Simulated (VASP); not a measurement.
Data:

```yaml
crystal:
  lattice:
    - [3.81953, 0.00000, 0.00000]
    - [0.00000, 3.81953, 0.00000]
    - [0.00000, 0.00000, 3.81953]
  atoms:
    - { symbol: Tl, position: [0.00000, 0.00000, 0.00000] }
    - { symbol: Cl, position: [0.50000, 0.50000, 0.50000] }
```

These are AM05 GGA, VASP's PBE PAW potentials (set 64) (plane waves; VASP) values and carry that method's errors. Settings: 520 eV cut-off, Gaussian smearing of 0.050 eV, potentials Tl_d Cl.

Unless said otherwise, spin-orbit coupling is left out, though it shifts the bands of the heavy elements here.

**Question.** Estimate the band gap (along the path) with the smallest direct gap where there is one.

**Answer.** 
The band gap (along the path) comes out as 2.01 eV and the smallest direct gap (along the path) is 2.01 eV.

Only differences to runs with the same potentials and settings are physical.

The compound is TlCl in the CsCl type structure. It was relaxed first.
